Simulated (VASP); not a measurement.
Method: PBE GGA, VASP's PBE PAW potentials (set 64) (plane waves; VASP).

A VASP calculation is set up with these files.

### KPOINTS
```
Automatic
0
gamma
  10 10 8
```

**POSCAR**
```
MgB2
1.0
  1.5385864324  -2.6649093813   0.0000000000
  1.5385864324   2.6649093813   0.0000000000
  0.0000000000   0.0000000000   3.4988336740
Mg B
1 2
direct
  0.0000000000   0.0000000000   0.0000000000
  0.3333330000   0.6666670000   0.5000000000
  0.6666670000   0.3333330000   0.5000000000
```

### INCAR
```
EDIFF=1E-6
ALGO=Normal   # blocked Davidson
GGA=PE   # PBE
NELM=100   # most electronic steps
LREAL=.FALSE.   # projection in real space or not
SYSTEM=MgB2
EDIFFG=-0.02   # ionic stop
LCHARG=.FALSE.
LASPH=.TRUE.
ISMEAR=1   # Methfessel-Paxton
PREC=Accurate
LWAVE=.FALSE.
IBRION=2
SIGMA=0.1
ENCUT=520   # plane-wave cut-off (eV)
NSW=60   # most ionic steps
ISIF=3   # ions, shape and volume
```

POTCAR, in this order: Mg B (PBE.64 set). Program: vasp_std.

Output of the run:

OSZICAR:
```
       N       E                     dE             d eps       ncg     rms          rms(c)
DAV:   1     0.616044023859E+01    0.61604E+01   -0.39190E+03  1184   0.849E+02
DAV:   2    -0.166990711884E+02   -0.22860E+02   -0.21937E+02  1632   0.112E+02
DAV:   3    -0.170024957034E+02   -0.30342E+00   -0.30276E+00  1448   0.153E+01
DAV:   4    -0.170029572088E+02   -0.46151E-03   -0.46150E-03  1720   0.537E-01
DAV:   5    -0.170029573760E+02   -0.16721E-06   -0.16706E-06  1432   0.893E-03    0.523E+00
DAV:   6    -0.155868203454E+02    0.14161E+01   -0.23413E+00  1224   0.845E+00    0.255E+00
DAV:   7    -0.153261768442E+02    0.26064E+00   -0.12828E+00  1344   0.612E+00    0.740E-01
DAV:   8    -0.153254379693E+02    0.73887E-03   -0.72916E-02  1192   0.188E+00    0.297E-01
DAV:   9    -0.153212557551E+02    0.41822E-02   -0.13434E-02  1216   0.652E-01    0.541E-02
DAV:  10    -0.153212382003E+02    0.17555E-04   -0.11978E-03  1528   0.217E-01    0.276E-02
DAV:  11    -0.153212031858E+02    0.35015E-04   -0.16553E-04  1224   0.801E-02    0.199E-03
DAV:  12    -0.153212033488E+02   -0.16301E-06   -0.15478E-06  1400   0.115E-02
   1 F= -.15321203E+02 E0= -.15321331E+02  d E =-.153212E+02
       N       E                     dE             d eps       ncg     rms          rms(c)
DAV:   1    -0.153213724677E+02   -0.16928E-03   -0.28842E-03  1296   0.647E-01    0.356E-02
DAV:   2    -0.153213393729E+02    0.33095E-04   -0.58166E-05  1384   0.510E-02    0.182E-02
DAV:   3    -0.153213298894E+02    0.94835E-05   -0.24643E-05  1328   0.300E-02    0.384E-03
DAV:   4    -0.153213288435E+02    0.10459E-05   -0.76034E-07   776   0.648E-03    0.484E-04
DAV:   5    -0.153213287802E+02    0.63292E-07   -0.23875E-08   592   0.135E-03
   2 F= -.15321329E+02 E0= -.15321465E+02  d E =-.125431E-03
```

OUTCAR:
```
------------------------ aborting loop because EDIFF is reached ----------------------------------------
  FORCE on cell =-STRESS in cart. coord.  units (eV):
  Direction    XX          YY          ZZ          XY          YZ          ZX
  --------------------------------------------------------------------------------------
  Total       -0.0463611     -0.0463611     -0.0069664      0.0000000      0.0000000      0.0000000
  in kB       -2.5773575     -2.5773566     -0.3872843      0.0000000      0.0000000      0.0000000
  external PRESSURE =      -1.8473328 kB  Pullay stress =       0.0000000 kB
  volume of cell :       28.82
      direct lattice vectors                 reciprocal lattice vectors
     1.541067457 -2.669206639  0.000000000     0.324450431 -0.187321578  0.000000000
     1.541067457  2.669206639 -0.000000000     0.324450431  0.187321578 -0.000000000
     0.000000000  0.000000000  3.503129613     0.000000000  0.000000000  0.285459035
 POSITION                                       TOTAL-FORCE (eV/Angst)
 -----------------------------------------------------------------------------------
      3.08213      0.00000     -0.00000         0.000000      0.000000      0.000000
      1.54107      0.88974      1.75156        -0.000000     -0.000000      0.000000
      1.54107     -0.88974      1.75156         0.000000      0.000000     -0.000000
 -----------------------------------------------------------------------------------
    total drift:                                0.000000      0.000000      0.000000
  FREE ENERGIE OF THE ION-ELECTRON SYSTEM (eV)
  ---------------------------------------------------
  free  energy   TOTEN  =       -15.3213287802 eV

  energy  without entropy=      -15.3217365344  energy(sigma->0) =      -15.32146470

 reached required accuracy - stopping structural energy minimisation
```
(Selected blocks of OUTCAR.)

### CONTCAR
```
MgB2
   1.00000000000000
     1.5410674567780778   -2.6692066392001932    0.0000000000000000
     1.5410674567780778    2.6692066392001932   -0.0000000000000000
     0.0000000000000000    0.0000000000000000    3.5031296129522320
  Mg              B
     1     2
Direct
     1.0000000000000000    1.0000000000000000    0.0000000000000000
     0.3333330000000032    0.6666669999999968    0.5000000000000000
     0.6666669999999968    0.3333330000000032    0.5000000000000000
```

The compound is MgB2 in the AlB2 type structure. This run relaxes it. Symmetry was kept, so distortions that lower it aren't found. The start is the result of an earlier pass.
